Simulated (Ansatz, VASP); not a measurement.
## Al2O3 (partly crystallised Al2O3): VASP beside Ansatz

Wanted: the spread between two codes on one cell, functional and k mesh. The cell is taken from a series of runs on this material, whose earlier steps may have relaxed, scaled, displaced or heated it; both programs get it as it stands.

Program: Ansatz 0.2.0. Level of theory: plane waves, with VASP 6.6.1 beside it; single point at r2SCAN. Results are calculated unless marked as measured.

### 1. The structure

The cell holds 155 atoms: 62 Al and 93 O. Cell: a = 11.903 Å, b = 11.155 Å, c = 11.126 Å, α = 94.4°, β = 82.2°, γ = 92.3°. As first built, before any earlier steps moved the atoms (in the runner's words): 155 atoms (62 Al, 93 O) placed at random at 3.36 g/cm^3, melted at 5000 K for 10 ps at fixed volume with the Morse and Coulomb pair potential with partial charges (Pedone, Malavasi, Menziani, Cormack and Segre, J. Phys. Chem. B 110, 11780 (2006)). Quenched from 5000 K to 300 K at 20 K/ps and fixed volume, held 5 ps, then minimised at fixed cell.

### 2. VASP: single point, r2SCAN

With cell and atoms fixed, the geometry can't cause a difference; cores, projectors, grids and the points listed under the comparison can.

Lines of VASP's logs that name or quote its potential files are left out, and so is its time.

The input, INCAR:

```
SYSTEM = Al2O3
PREC = Accurate
ENCUT = 660
EDIFF = 1E-06
NELM = 120
ISMEAR = 0
SIGMA = 0.01
LREAL = Auto
ALGO = Normal
METAGGA = R2SCAN
LASPH = .TRUE.
NBANDS = 480
LORBIT = 11
LWAVE = .FALSE.
LCHARG = .FALSE.
ISIF = 2
GGA_COMPAT = .FALSE.
EFERMI = MIDGAP
LMIXTAU = .TRUE.
```

The input, POSCAR:

```
Al2O3
1.0
   11.8760900000     -0.2189900000      0.7738100000
   -0.2189900000     11.1446500000     -0.4205100000
    0.7738100000     -0.4205100000     11.0907400000
Al O
62 93
Direct
    0.6482100000      0.3116800000      0.5060900000
    0.7357300000      0.2117800000      0.9953200000
    0.7662200000      0.0107700000      0.8506500000
    0.6419800000      0.9547400000      0.1100500000
    0.0205100000      0.3927100000      0.5738300000
    0.4718800000      0.5148100000      0.7151800000
    0.4954900000      0.2366700000      0.9228000000
    0.2055300000      0.8418300000      0.9598100000
    0.1571800000      0.2758700000      0.2691800000
    0.9990300000      0.9040400000      0.5165700000
    0.9579700000      0.1031100000      0.1708900000
    0.7600600000      0.0087500000      0.5920900000
    0.9981600000      0.9377000000      0.7735400000
    0.2568100000      0.3916500000      0.6479900000
    0.3008300000      0.0902300000      0.8265700000
    0.3829500000      0.9793600000      0.5560500000
    0.2105900000      0.8449200000      0.7007600000
    0.4104400000      0.9900500000      0.0351100000
    0.9022200000      0.6626600000      0.3894800000
    0.0818500000      0.4650600000      0.9254600000
    0.4269200000      0.7563200000      0.8870600000
    0.8348900000      0.2576200000      0.7233000000
    0.9259400000      0.1424200000      0.4507200000
    0.4688800000      0.5208900000      0.9711900000
    0.6092500000      0.8682000000      0.4787200000
    0.4948900000      0.2298800000      0.1840300000
    0.0791800000      0.4987000000      0.2113700000
    0.4707100000      0.2380200000      0.6651400000
    0.7133100000      0.5469900000      0.5445100000
    0.2470000000      0.5104600000      0.4200500000
[... 119 atom lines left out ...]
    0.6338500000      0.2856900000      0.9169000000
    0.9804200000      0.5064100000      0.0895800000
    0.5117600000      0.3219600000      0.4552000000
    0.5660800000      0.5128400000      0.5705100000
    0.6738600000      0.0265100000      0.7404300000
    0.8205900000      0.1693000000      0.8490200000
```

The input, KPOINTS:

```
Automatic mesh
0
Gamma
1 1 1
0 0 0
```

The projector-augmented-wave data sets are Al and O (PBE family, release 64).

The run is started by

```
export OMP_NUM_THREADS=4
mpirun -np 1 vasp_gam
```

Numbers of over 12 decimals in the logs are rounded to 6 here.

What it wrote:

```text
[banner, memory and clock lines left out]
running    1 mpi-ranks, on    1 nodes
[...]
Offloading initialized ...    1 GPUs detected
[...]
|                                                                             |
|               ----> ADVICE to this user running VASP <----                  |
|                                                                             |
|     You enforced a specific xc type in the INCAR file but a different       |
|     [... a line on the potential file left out ...]
|     I HOPE YOU KNOW WHAT YOU ARE DOING!                                     |
|                                                                             |

 LDA part: xc-table for (None), standard interpolation
 POSCAR, INCAR and KPOINTS ok, starting setup
[...]
entering main loop
       N       E                     dE             d eps       ncg     rms          rms(c)
DAV:   1     0.690944886275E+04    0.69094E+04   -0.52601E+05   968   0.194E+03
DAV:   2    -0.122489337459E+04   -0.81343E+04   -0.78801E+04  1184   0.418E+02
DAV:   3    -0.182030392631E+04   -0.59541E+03   -0.59148E+03  1152   0.116E+02
DAV:   4    -0.183022754071E+04   -0.99236E+01   -0.98925E+01  1136   0.164E+01
[...]
DAV:  17    -0.147456881048E+04   -0.25923E-05   -0.24344E-05  1152   0.995E-03    0.701E-03
DAV:  18    -0.147456880936E+04    0.11243E-05   -0.48484E-06  1024   0.553E-03    0.293E-03
DAV:  19    -0.147456880954E+04   -0.18172E-06   -0.10793E-06   728   0.354E-03
   1 F= -.14745688E+04 E0= -.14745688E+04  d E =0.000000E+00
```

OUTCAR, selected parts (step 2):

```text
  FREE ENERGIE OF THE ION-ELECTRON SYSTEM (eV)
  ---------------------------------------------------
  free  energy   TOTEN  =     -1474.5688095396 eV

  energy  without entropy=    -1474.5688095396  energy(sigma->0) =    -1474.56880954
```

The run ends at a pressure of -0.55 GPa, with forces up to 0.058 eV/Å.

### 3. Ansatz: single point, r2SCAN

Ansatz runs on its PAW soft_1 files.

The same cell, functional and mesh now go to Ansatz, which takes its cutoff from its data sets.

The input, input.yaml:

```yaml
crystal:
  lattice:
    - [11.87609, -0.21899, 0.77381]
    - [-0.21899, 11.14465, -0.42051]
    - [0.77381, -0.42051, 11.09074]
  atoms:
    - { symbol: Al, position: [0.64821, 0.31168, 0.50609] }
    - { symbol: Al, position: [0.73573, 0.21178, 0.99532] }
    - { symbol: Al, position: [0.76622, 0.01077, 0.85065] }
    - { symbol: Al, position: [0.64198, 0.95474, 0.11005] }
    - { symbol: Al, position: [0.02051, 0.39271, 0.57383] }
    - { symbol: Al, position: [0.47188, 0.51481, 0.71518] }
    - { symbol: Al, position: [0.49549, 0.23667, 0.9228] }
    - { symbol: Al, position: [0.20553, 0.84183, 0.95981] }
    - { symbol: Al, position: [0.15718, 0.27587, 0.26918] }
    - { symbol: Al, position: [0.99903, 0.90404, 0.51657] }
    - { symbol: Al, position: [0.95797, 0.10311, 0.17089] }
    - { symbol: Al, position: [0.76006, 0.00875, 0.59209] }
    - { symbol: Al, position: [0.99816, 0.9377, 0.77354] }
    - { symbol: Al, position: [0.25681, 0.39165, 0.64799] }
    - { symbol: Al, position: [0.30083, 0.09023, 0.82657] }
    - { symbol: Al, position: [0.38295, 0.97936, 0.55605] }
    - { symbol: Al, position: [0.21059, 0.84492, 0.70076] }
    - { symbol: Al, position: [0.41044, 0.99005, 0.03511] }
    - { symbol: Al, position: [0.90222, 0.66266, 0.38948] }
    - { symbol: Al, position: [0.08185, 0.46506, 0.92546] }
    - { symbol: Al, position: [0.42692, 0.75632, 0.88706] }
    - { symbol: Al, position: [0.83489, 0.25762, 0.7233] }
    - { symbol: Al, position: [0.92594, 0.14242, 0.45072] }
    - { symbol: Al, position: [0.46888, 0.52089, 0.97119] }
    - { symbol: Al, position: [0.60925, 0.8682, 0.47872] }
    - { symbol: Al, position: [0.49489, 0.22988, 0.18403] }
    - { symbol: Al, position: [0.07918, 0.4987, 0.21137] }
    - { symbol: Al, position: [0.47071, 0.23802, 0.66514] }
    - { symbol: Al, position: [0.71331, 0.54699, 0.54451] }
    - { symbol: Al, position: [0.247, 0.51046, 0.42005] }
[... 119 atom lines left out ...]
    - { symbol: O, position: [0.63385, 0.28569, 0.9169] }
    - { symbol: O, position: [0.98042, 0.50641, 0.08958] }
    - { symbol: O, position: [0.51176, 0.32196, 0.4552] }
    - { symbol: O, position: [0.56608, 0.51284, 0.57051] }
    - { symbol: O, position: [0.67386, 0.02651, 0.74043] }
    - { symbol: O, position: [0.82059, 0.1693, 0.84902] }
kpoints:
  mp_grid: { grid: [1, 1, 1] }
hamiltonian:
  xc: r2scan
  pseudopotentials: { kind: paw, azcp: { folder: soft_1 } }
scf:
  occupations: { method: fixed }
output:
  forces: true
  stress: true
  populations: intrinsic
  dos:
    method: { smearing: { sigma: 0.08 } }
    de: 0.1
    projected: { site_lists: { Al: [Al], O: [O] } }
  eigenvalues: true
  write_density: true
  write_potential: true
  volumetric_format: npy
  elf: true
```

The run is started by

```
ansatz run input.yaml --threads 4 --pin off --max-ram 8192MiB --backend cpu --events-out ev --progress --plain --runs-dir out
```

What it wrote:

```text
Engine: ansatz 0.2.0, aarch64-unknown-linux-gnu
Pseudopotentials: kind: paw
Pseudopotential: Al, paw, valence charge 3, recommended cutoff 500 eV (meta_gga), soft_1/Al.paw.azcp
Pseudopotential: O, paw, valence charge 6, recommended cutoff 500 eV (meta_gga), soft_1/O.paw.azcp
Functional definition: r2SCAN
  parameter k0 = 0.174
  parameter k1 = 0.065
  parameter a1 = 4.9479
  exchange = r2scan_x(k0 = k0, k1 = k1, a1 = a1)
  correlation = r2scan_c
Crystal: 155 atoms, lattice volume = 1458.751 Å³
Basis set: ecut = 500 eV, 37051 PW (Γ), exchange–correlation on 360×360×360 points (64 copies of the dense FFT grid, shifted against one another)
Bands: 527, of which v1, the nominal top of the filled ones, is band 372 counted from 1 (371 counted from 0)
Symmetry: 1 space group operations
Space group: P1 (ITA 1), of the structure as read, at distance tolerance 1.1e-4 Å
k-points: 1
Non-local potential: Al, projectors of the file, l = 0: 2, l = 1: 2, l = 2: 1
Non-local potential: O, projectors of the file, l = 0: 2, l = 1: 2, l = 2: 1
PAW form: soft (Blöchl's): semilocal exchange-correlation on the pseudo side does not see the compensation charge
PAW frozen core: Al, regenerated for the run's functional (the file was generated under x = pbe(κ = 0.804, μ = 0.219515), c = pbe(β = 0.066725))
PAW frozen core: O, regenerated for the run's functional (the file was generated under x = pbe(κ = 0.804, μ = 0.219515), c = pbe(β = 0.066725))
PAW one-centre angular grid: Al, 302 points (default); XC on 160 Gauss nodes
PAW one-centre angular grid: O, 302 points (default); XC on 160 Gauss nodes
Initial density: superposition of atomic densities (chi_scale 0.1, normalization cell, long waves kept (reshape's long-wave potential 0.07 eV rms))
Initial wavefunctions: pseudopotential atomic-orbital guess
Functional: x = r2scan, c = r2scan; τ floored in thin density (d = 2e-4 eV/Å³)
SCF iter   1: F=—  HF=-86681.501624 eV  |F-HF|=—  |Δ(HF+E_count)|=         —  Δρ=1.32e-1  dr2=2.53e2  dr2_τ=2.73e1  ethr=3.10e-3  ⟨swp⟩=5.0  Hψ=1812  notcnv=0  defer=151
preconditioner: auto → Resta (q_TF=auto, 2.439 Å⁻¹)  ε∞=3.0  [insulator: Δε(μ)=6.604 eV  Ē_g=18.968 eV  n_scr=360 (ndim 8)  ℏωp=26.5 eV  f_vac=0.000  ε∞_Penn≈3.0]
SCF iter   2: F=—  HF=-86632.413154 eV  |F-HF|=—  |Δ(HF+E_count)|=    4.91e1  Δρ=4.60e-2  dr2=1.92e1  dr2_τ=4.89e0  ethr=3.10e-3  ⟨swp⟩=3.0  Hψ=989  notcnv=0  defer=152
SCF iter   3: F=—  HF=-86637.355512 eV  |F-HF|=—  |Δ(HF+E_count)|=    4.94e0  Δρ=2.30e-2  dr2=4.94e0  dr2_τ=3.55e-1  ethr=2.58e-3  ⟨swp⟩=2.0  Hψ=612  notcnv=0  defer=150
SCF iter   4: F=—  HF=-86637.375416 eV  |F-HF|=—  |Δ(HF+E_count)|=   1.99e-2  Δρ=3.81e-3  dr2=1.45e-1  dr2_τ=1.99e-2  ethr=6.63e-4  ⟨swp⟩=2.0  Hψ=663  notcnv=0  defer=152
SCF iter   5: F=—  HF=-86637.350121 eV  |F-HF|=—  |Δ(HF+E_count)|=   2.53e-2  Δρ=1.15e-3  dr2=1.28e-2  dr2_τ=1.86e-3  ethr=1.94e-5  ⟨swp⟩=2.0  Hψ=893  notcnv=0  defer=153
SCF iter   6: F=—  HF=-86637.350554 eV  |F-HF|=—  |Δ(HF+E_count)|=   4.33e-4  Δρ=3.20e-4  dr2=1.23e-3  dr2_τ=1.23e-4  ethr=1.72e-6  ⟨swp⟩=2.0  Hψ=711  notcnv=0  defer=153
SCF iter   7: F=—  HF=-86637.350539 eV  |F-HF|=—  |Δ(HF+E_count)|=   1.47e-5  Δρ=9.86e-5  dr2=1.05e-4  dr2_τ=1.22e-5  ethr=1.66e-7  ⟨swp⟩=2.0  Hψ=737  notcnv=0  defer=150
SCF iter   8: F=—  HF=-86637.350533 eV  |F-HF|=—  |Δ(HF+E_count)|=   6.22e-6  Δρ=2.65e-5  dr2=8.41e-6  dr2_τ=1.04e-6  ethr=1.41e-8  ⟨swp⟩=3.0  Hψ=732  notcnv=0  defer=148
SCF iter   9: F=—  HF=-86637.353081 eV  |F-HF|=—  |Δ(HF+E_count)|=   2.55e-3  Δρ=6.09e-6  dr2=3.69e-7  dr2_τ=4.91e-8  ethr=1.13e-9  ⟨swp⟩=2.0  Hψ=669  notcnv=0  defer=148
SCF iter  10: F=—  HF=-86637.353081 eV  |F-HF|=—  |Δ(HF+E_count)|=   6.76e-8  Δρ=3.60e-6  dr2=1.32e-7  dr2_τ=1.95e-8  ethr=1.34e-11  ⟨swp⟩=28.0  Hψ=5182  notcnv=0
SCF iter  11: F=-86637.353081 eV  HF=-86637.353081 eV  |F-HF|=1.46e-9  |Δ(HF+E_count)|=   2.39e-8  Δρ=5.33e-7  dr2=3.37e-9  dr2_τ=3.16e-10  ethr=1.34e-11  ⟨swp⟩=8.0  Hψ=2700  notcnv=0
SCF 1 converged in 11 iterations: F = -86637.353081 eV  dr2 = 3.37e-9
  greatest PAW one-centre occupation: 0.873 electrons in one spin orbital (limit 2), on the O atom at site 95 (counted from 0), in its partial waves of l = 0
SCF converged after 11 iterations
Free energy (F): -86637.353081 eV
Harris-Foulkes:  -86637.353081 eV  (|F-HF|=1.46e-9)
Internal energy: -86637.353081 eV  (E = F + TS)
E sigma→0 (E₀):  -86637.353081 eV
Fermi energy:    7.072823 eV
--- Per-component energies (eV) ---
  E_band       = -439.825458
  E_kinetic    = 17766.265050
  E_local      = -34355.871295  (includes V_loc(G=0)·N_el)
  E_nonlocal   = 5366.326588
  E_hartree    = 13135.575246
  E_xc         = -8972.346511
  E_vxc        = -11744.618326  (∫ρ·V_xc dr)
  E_paw        = -44824.876069  (= ΣΔE_a)
  E_vpaw       = -4460.545612  (= ΣTr[D̂ρ^β])
  E_aug_tail   = 0.025843  (compensation charges beyond the density's cutoff)
[...]
0.006296       0.006823      -0.001715
       -0.008408      -0.001725      -0.004941
  P = ⅓ Tr σ = 0.0001 GPa (0.001 kbar)
--- Band table (eV) ---
  k-point 0: bands = [... 368 lower, 6.5147, 6.5490, 6.5867, 7.0728, 11.8672, 13.4874, 13.6711, 13.8063, ... 151 higher]
--- intrinsic populations: 155 sites ---
  site symbol       q [e]
     0     Al      1.6229
     1     Al      1.6442
     2     Al      1.6297
     3     Al      1.5848
     4     Al      1.5872
     5     Al      1.6354
     6     Al      1.5700
     7     Al      1.6584
     8     Al      1.6321
     9     Al      1.6723
    10     Al      1.6228
    11     Al      1.6508
    12     Al      1.6345
    13     Al      1.6406
    14     Al      1.5754
    15     Al      1.6396
    16     Al      1.6694
    17     Al      1.6404
    18     Al      1.5918
    19     Al      1.6246
    20     Al      1.6972
    21     Al      1.5625
    22     Al      1.6216
    23     Al      1.6696
[...]
147      O      6.8914
   148      O      6.9295
   149      O      6.9296
   150      O      6.9073
   151      O      6.9538
   152      O      6.9031
   153      O      6.9370
   154      O      6.9336
  spilling = -0.000000 (of n_electrons = 744.000000)
```

### 4. Side by side

Known differences besides the potentials themselves: VASP keeps PBE cores, Ansatz makes them for the functional; fixed occupations in Ansatz, narrow Gaussian smearing in VASP; the cutoff is 500 eV in Ansatz and 660 eV in VASP (PREC = Accurate, projectors in real space). Total energies have different zeros and are not compared.

The two programs side by side:

| quantity | Ansatz | VASP | difference |
| --- | --- | --- | --- |
| pressure (GPa) | 0.00 | -0.55 | +0.55 |
| gap on the k mesh (eV) | 4.794 | 4.796 | -0.002 |

At this near-relaxed geometry the largest component of a force difference is 47 meV/Å. A gap on the mesh is an upper bound, since the band edges may lie between its points.

### 5. Outcome

| Quantity | Value |
| --- | --- |
| r.m.s. force difference (single point, r2SCAN) | 12 meV/Å |
| difference in pressure (single point, r2SCAN) | 0.55 GPa |

What this shows: The r.m.s. force difference is 12 meV/Å (single point, r2SCAN), at about the 12 meV/Å picked in this series as the mark of a large difference. What causes the difference of the single point, r2SCAN pair stays open here. How closely two codes agree says nothing of how well the functional describes the real material.

[Lines on the potential files, build, host, timing and source positions are cut from VASP's logs without a mark.]

[Logs are printed without paths, hosts, clocks, repeated set-up lines and the standing remarks that a program may print on its own settings, such as how far it seeks lower states.]

[Hosts, paths, dates, database ids (printed as entryN), source tags and the programs' standing remarks are cut or masked in the printed files.]
